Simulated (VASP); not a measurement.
# LiScCl4 (I4_1/a) in VASP: single point with r2SCAN

Aim: the single point of LiScCl4 with r2SCAN.

Everything below comes from runs of VASP 6.6.1. Logs are shortened: lines on timing, memory, paths and dates and some standing lists are left out, and cuts for length are marked.

## (1) The structure

It takes space group I4_1/a (No. 88, tetragonal). The conventional cell has a = 6.170 Å, b = 6.170 Å, c = 12.481 Å, α = 90.00°, β = 90.00°, γ = 90.00°. Around Cl (site symmetry 1) lie 1 Li at 2.32 Å and 1 Sc at 2.60 Å. Sc (site symmetry -4) has 8 Cl at 2.60 to 2.69 Å as nearest neighbours. Li (site symmetry -4) is surrounded by 4 Cl at 2.32 Å.

The cell was built by a generator and needn't be a form met in nature.

## (2) Single point, r2SCAN

POSCAR reads:

```
LiScCl4
1.0
    0.0000000000      6.1698730000      0.0000000000
    6.1698730000      0.0000000000      0.0000000000
    3.0849360000      3.0849360000     -6.2403590000
Cl Sc Li
8 2 2
Direct
    0.1190000000      0.3324000000      0.9140000000
    0.8324000000      0.9670000000      0.4140000000
    0.4670000000      0.7536000000      0.9140000000
    0.2536000000      0.6190000000      0.4140000000
    0.8810000000      0.6676000000      0.0860000000
    0.1676000000      0.0330000000      0.5860000000
    0.5330000000      0.2464000000      0.0860000000
    0.7464000000      0.3810000000      0.5860000000
    0.8750000000      0.6250000000      0.7500000000
    0.1250000000      0.3750000000      0.2500000000
    0.3750000000      0.1250000000      0.7500000000
    0.6250000000      0.8750000000      0.2500000000
```

INCAR.step1 reads:

```
ALGO     = Normal         # electronic algorithm
EDIFF    = 1E-4           # SCF threshold, eV
ENCUT    = 520            # plane-wave cutoff, eV
GGA      = PE             # functional
ISMEAR   = -5             # smearing method
LASPH    = T              # aspherical terms in the spheres
LCHARG   = F              # write CHGCAR
LMAXMIX  = 4              # l up to which the mixer works
LREAL    = F              # projectors in reciprocal space
LWAVE    = T              # write WAVECAR
NELM     = 100            # most SCF steps
PREC     = Accurate       # precision mode
SIGMA    = 0.1            # smearing width, eV
```

INCAR.step2 reads:

```
ALGO     = Normal         # electronic algorithm
EDIFF    = 1E-7           # SCF threshold, eV
ENCUT    = 520            # plane-wave cutoff, eV
ISIF     = 2              # what is computed and relaxed
ISMEAR   = -1             # smearing method
ISTART   = 1            
LASPH    = T              # aspherical terms in the spheres
LCHARG   = F              # write CHGCAR
LMAXMIX  = 4              # l up to which the mixer works
LMIXTAU  = T            
LORBIT   = 11             # projections on sites
LREAL    = F              # projectors in reciprocal space
LWAVE    = F              # write WAVECAR
METAGGA  = R2SCAN         # meta-GGA
NELM     = 100            # most SCF steps
PREC     = Accurate       # precision mode
SIGMA    = 0.1            # smearing width, eV
```

KPOINTS reads:

```
k-points
0
Gamma
  5 5 5
```

Potentials or basis: VASP PAW PBE potentials, release 64 (Cl, Sc_sv, Li_sv).

Started as:

```sh
$ cat potpaw_PBE.64/Cl/POTCAR potpaw_PBE.64/Sc_sv/POTCAR potpaw_PBE.64/Li_sv/POTCAR > POTCAR
$ cp INCAR.step1 INCAR
$ mpirun -np 1 vasp_std > vasp.out
$ cp INCAR.step2 INCAR
$ mpirun -np 1 vasp_std > vasp.out
```

OUTCAR:

```text
EDIFF = 1E-7
   ENCUT = 520
   ISIF = 2
   ISMEAR = -1
   ISTART = 1
   LASPH = T
   LORBIT = 11
   LREAL = F
   METAGGA = R2SCAN
   NELM = 100
   PREC = Accurate

 ion  position               nearest neighbor table
   1  0.119  0.332  0.914-  11 2.32   9 2.60  10 2.69
   2  0.832  0.967  0.414-  12 2.32  10 2.60   9 2.69
   3  0.467  0.754  0.914-  11 2.32   9 2.60  10 2.69
   4  0.254  0.619  0.414-  12 2.32  10 2.60   9 2.69
   5  0.881  0.668  0.086-  12 2.32  10 2.60   9 2.69
   6  0.168  0.033  0.586-  11 2.32   9 2.60  10 2.69
   7  0.533  0.246  0.086-  12 2.32  10 2.60   9 2.69
   8  0.746  0.381  0.586-  11 2.32   9 2.60  10 2.69
   9  0.875  0.625  0.750-   8 2.60   1 2.60   3 2.60   6 2.60   5 2.69   2 2.69   4 2.69   7 2.69

  10  0.125  0.375  0.250-   4 2.60   5 2.60   7 2.60   2 2.60   1 2.69   6 2.69   8 2.69   3 2.69

  11  0.375  0.125  0.750-   6 2.32   1 2.32   3 2.32   8 2.32
  12  0.625  0.875  0.250-   2 2.32   5 2.32   7 2.32   4 2.32

  LATTYP: Found a body centered tetragonal cell.
 ALAT       =     6.1698730000
 C/A-ratio  =     2.0228484444

  Lattice vectors:

 A1 = (  -3.0849360000,   3.0849370000,   6.2403590000)
 A2 = (   3.0849370000,  -3.0849360000,   6.2403590000)
 A3 = (   3.0849360000,   3.0849360000,  -6.2403590000)

Analysis of symmetry for initial positions (statically):
=====================================================================
 Subroutine PRICEL returns:
 Original cell was already a primitive cell.

 Routine SETGRP: Setting up the symmetry group for a
 body centered tetragonal supercell.

 Subroutine GETGRP returns: Found  8 space group operations
 (whereof  2 operations were pure point group operations)
 out of a pool of 16 trial point group operations.

The static configuration has the point symmetry S_2 .
 The point group associated with its full space group is C_4h.

Analysis of symmetry for dynamics (positions and initial velocities):
=====================================================================
 Subroutine PRICEL returns:
 Original cell was already a primitive cell.

 Routine SETGRP: Setting up the symmetry group for a
 body centered tetragonal supercell.

 Subroutine GETGRP returns: Found  8 space group operations
 (whereof  2 operations were pure point group operations)
 out of a pool of 16 trial point group operations.

The dynamic configuration has the point symmetry S_2 .
 The point group associated with its full space group is C_4h.

 Subroutine INISYM returns: Found  8 space group operations
 (whereof  2 operations are pure point group operations),
 and found     1 'primitive' translations

----------------------------------------------------------------------------------------

                                     Primitive cell

  volume of cell :     237.5538

  direct lattice vectors                    reciprocal lattice vectors
     0.000000000  6.169873000  0.000000000     0.000000000  0.162077890  0.080123582
     6.169873000  0.000000000  0.000000000     0.162077890  0.000000000  0.080123582
     3.084936000  3.084936000 -6.240359000     0.000000000  0.000000000 -0.160247191

  length of vectors
     6.169873000  6.169873000  7.614180238     0.180801081  0.180801081  0.160247191

  position of ions in fractional coordinates (direct lattice)
     0.119000000  0.332400000  0.914000000
     0.832400000  0.967000000  0.414000000
     0.467000000  0.753600000  0.914000000
     0.253600000  0.619000000  0.414000000
     0.881000000  0.667600000  0.086000000
     0.167600000  0.033000000  0.586000000
     0.533000000  0.246400000  0.086000000
     0.746400000  0.381000000  0.586000000
     0.875000000  0.625000000  0.750000000
     0.125000000  0.375000000  0.250000000
     0.375000000  0.125000000  0.750000000
     0.625000000  0.875000000  0.250000000

  ion indices of the primitive-cell ions
   primitive index   ion index
[... 30 lines left out ...]

  Shift w.r.t. Gamma in fractional coordinates (k-lattice)
     0.000000000  0.000000000  0.000000000

 Subroutine IBZKPT returns following result:
 ===========================================

 Found     21 irreducible k-points:

 Following reciprocal coordinates:
            Coordinates               Weight
  0.000000  0.000000  0.000000      1.000000
  0.200000  0.000000  0.000000      8.000000
  0.400000  0.000000  0.000000      8.000000
  0.200000  0.200000  0.000000      8.000000
  0.400000  0.200000  0.000000      8.000000
 -0.200000 -0.400000 -0.000000      8.000000
[... 13 lines left out ...]
  0.000000  0.000000  0.400000      2.000000
 -0.200000  0.000000  0.400000      4.000000
   k-points           NKPTS =     21   k-points in BZ     NKDIM =     21   number of bands    NBANDS=     50
   number of dos      NEDOS =    301   number of ions     NIONS =     12
   total plane-waves  NPLWV = 138240
   dimension x,y,z NGX =    48 NGY =   48 NGZ =   60
   dimension x,y,z NGXF=    96 NGYF=   96 NGZF=  120
   ions per type =               8   2   2
   NGX,Y,Z   is equivalent  to a cutoff of  12.93, 12.93, 13.10 a.u.
   NGXF,Y,Z  is equivalent  to a cutoff of  25.87, 25.87, 26.20 a.u.
 SYSTEM =  unknown system
   PREC   = accura    normal or accurate (medium, high low for compatibility)
   ISTART =      1    job   : 0-new  1-cont  2-samecut
   ICHARG =      0    charge: 1-file 2-atom 10-const
   ISPIN  =      1    spin polarized calculation?
   LNONCOLLINEAR =      F non collinear calculations
   LSORBIT =      F    spin-orbit coupling
   LASPH  =      T    aspherical Exc in radial PAW
   ENCUT  =  520.0 eV  38.22 Ry    6.18 a.u.  11.47 11.47 14.16*2*pi/ulx,y,z
   NELM   =    100;   NELMIN=  2; NELMDL=  0     # of ELM steps
   EDIFF  = 0.1E-06   stopping-criterion for ELM
   LREAL  =      F    real-space projection
   EDIFFG = 0.1E-05   stopping-criterion for IOM
   NSW    =      0    number of steps for IOM
   IBRION =     -1    ionic relax: 0-MD 1-quasi-New 2-CG
   NFREE  =      0    steps in history (QN), initial steepest desc. (CG)
   ISIF   =      2    stress and relaxation
   ISYM   =      2    0-nonsym 1-usesym 2-fastsym
   POTIM  = 0.5000    time-step for ionic-motion
   TEBEG  =    0.0;   TEEND  =   0.0 temperature during run
   PSTRESS=    0.0 pullay stress
   NELECT =      84.0000    total number of electrons
   NUPDOWN=      -1.0000    fix difference up-down
   EMIN   =  10.00;   EMAX   =-10.00  energy-range for DOS
   EFERMI =   0.00;   METHOD = LEGACY
   ISMEAR =    -1;   SIGMA  =   0.10  broadening in eV -4-tet -1-fermi 0-gaus
   EFERMI_NEDOS =   21; number of points for ismear=-14 and -15
   IALGO  =     38    algorithm
   IMIX   =      4    mixing-type and parameters
     AMIX     =   0.40;   BMIX     =  1.00
     AMIX_MAG =   1.60;   BMIX_MAG =  1.00
  volume/ion in A,a.u.               =      19.80       133.59
  Fermi-wavevector in a.u.,A,eV,Ry     =   1.157659  2.187658 18.234173  1.340174
  Thomas-Fermi vector in A             =   2.294268
   LORBIT       =     11    0 simple, 1 ext, 2 COOP (PROOUT), +10 PAW based schemes
   METAGGA = R2SCAN    functional components
   LHFCALC =     F    Hartree Fock is set to
   AEXX    =    0.0000 exact exchange contribution
   IVDW    =     0    specifies the selected vdW correction
   LEPSILON=     F    determine dielectric tensor
   LRPA    =     F    only Hartree local field effects (RPA)
 non-spin polarized calculation
  energy-cutoff  :      520.00
  volume of cell :      237.55
 maximum number of plane-waves:      6435
 NGX is ok and might be reduce to    48
   NGX = 23   NGY = 23   NGZ = 29

 number of electron      83.9999997 magnetization

 Free energy of the ion-electron system (eV)
  ---------------------------------------------------
  ext. energy  EPLUGINS =         0.00000000
  ---------------------------------------------------
  free energy    TOTEN  =      -101.88232035 eV

  energy without entropy =     -101.88232021  energy(sigma->0) =     -101.88232028

 E-fermi :   3.0203     XC(G=0):  -9.6985

 val. band max:        1.2883070311   @ k =  -0.2000   0.0000   0.4000
 cond. band min:       4.7639251265   @ k =   0.0000   0.0000   0.4000
 fundamental gap:      3.4756180954
 Fermi energy:         3.0202919324

 k-point     1 :       0.0000    0.0000    0.0000
  band No.  band energies     occupation
      1     -49.7396      2.00000
      2     -49.7387      2.00000
      3     -43.5565      2.00000
      4     -43.5564      2.00000
      5     -27.3424      2.00000
      6     -27.3424      2.00000
[... 1102 lines left out ...]
     49       5.7602      0.00000
     50       5.7654      0.00000

------------------------ aborting loop because EDIFF is reached ----------------------------------------

  FORCE on cell =-STRESS in cart. coord.  units (eV):
  Direction    XX          YY          ZZ          XY          YZ          ZX
  --------------------------------------------------------------------------------------
  -------------------------------------------------------------------------------------
  Total        3.0469847      3.0469847      2.6764054      0.0000123      0.0000002      0.0000002
  in kB       20.5503317     20.5503317     18.0509660      0.0000828      0.0000014      0.0000014
  external PRESSURE =      19.7172098 kB  Pullay stress =       0.0000000 kB

 VOLUME and BASIS-vectors are now :
 -----------------------------------------------------------------------------
  energy-cutoff  :      520.00
  volume of cell :      237.55
      direct lattice vectors                 reciprocal lattice vectors
     0.000000000  6.169873000  0.000000000     0.000000000  0.162077890  0.080123582
     6.169873000  0.000000000  0.000000000     0.162077890  0.000000000  0.080123582
     3.084936000  3.084936000 -6.240359000     0.000000000  0.000000000 -0.160247191

 POSITION                                       TOTAL-FORCE (eV/Angst)
 -----------------------------------------------------------------------------------
      4.87050      3.55385     -5.70369        -0.169220     -0.033360      0.191559
      7.24343      6.41297     -2.58351         0.033360     -0.169220      0.191559
      7.46925      5.70096     -5.70369         0.169221      0.033360      0.191559
      5.09631      2.84184     -2.58351        -0.033360      0.169221      0.191559
      4.38431      5.70096     -0.53667         0.169220      0.033360     -0.191559
      2.01138      2.84184     -3.65685        -0.033360      0.169220     -0.191559
      1.78556      3.55385     -0.53667        -0.169221     -0.033360     -0.191559
      4.15849      6.41297     -3.65685         0.033360     -0.169221     -0.191559
      6.16987      7.71234     -4.68027        -0.000000     -0.000000     -0.000000
      3.08494      1.54247     -1.56009        -0.000000     -0.000000     -0.000000
      3.08494      4.62740     -4.68027        -0.000000      0.000000     -0.000000
      6.16987      4.62740     -1.56009        -0.000000     -0.000000     -0.000000
 -----------------------------------------------------------------------------------
    total drift:                                0.000000     -0.000000     -0.000000

  FREE ENERGIE OF THE ION-ELECTRON SYSTEM (eV)
  ---------------------------------------------------
  free  energy   TOTEN  =      -101.8823203456 eV

  energy  without entropy=     -101.8823202127  energy(sigma->0) =     -101.88232028

 total charge

# of ion       s       p       d       tot
------------------------------------------
    1        1.606   3.613   0.000   5.219
    2        1.606   3.613   0.000   5.219
    3        1.606   3.613   0.000   5.219
    4        1.606   3.613   0.000   5.219
    5        1.606   3.613   0.000   5.219
    6        1.606   3.613   0.000   5.219
    7        1.606   3.613   0.000   5.219
    8        1.606   3.613   0.000   5.219
    9        2.141   6.122   0.805   9.068
   10        2.141   6.122   0.805   9.068
   11        2.013   0.016   0.000   2.029
   12        2.013   0.016   0.000   2.029
--------------------------------------------------
tot         21.155  41.175   1.610  63.941
```

Run time: 19 min. Hardware: 1 thread of Intel Xeon Platinum 8375C at 2.90GHz (Ice Lake), shared host; peak memory 0.49 GiB.

What came out:

| Item | Value |
| --- | --- |
| Free energy | -101.8823 eV |
| Largest force | 0.258 eV/Å |
| Band gap on the k mesh | 3.48 eV, indirect (least direct gap 3.50 eV) |
| Valence electrons inside the program's atomic spheres | Cl 5.22; Sc 9.07; Li 2.03 |

Forces on the atoms (eV/Å):
```
Cl  -0.169 -0.033  0.192
Cl   0.033 -0.169  0.192
Cl   0.169  0.033  0.192
Cl  -0.033  0.169  0.192
Cl   0.169  0.033 -0.192
Cl  -0.033  0.169 -0.192
Cl  -0.169 -0.033 -0.192
Cl   0.033 -0.169 -0.192
Sc   0.000  0.000  0.000
Sc   0.000  0.000  0.000
Li   0.000  0.000  0.000
Li   0.000  0.000  0.000
```

Levels at points of the mesh, in eV from the valence-band top:
| k point | band 39 | band 40 | band 41 | band 42 | band 43 | band 44 | band 45 | band 46 |
| --- | --- | --- | --- | --- | --- | --- | --- | --- |
| (0.00, 0.00, 0.00) | -0.19 | -0.18 | -0.18 | -0.09 | 3.64 | 3.70 | 4.15 | 4.16 |

Caveat: the cutoff is under 1.25 times the usual one of these potentials, so pressure, stress and relaxed cells hold a basis-set (Pulay) error; the PAW data sets were made with another functional, which shifts forces and pressure a little; an odd mesh through Γ misses points on the zone boundary, where band edges often lie. r2SCAN opens gaps a little over a GGA but as a rule still falls short of measured ones.
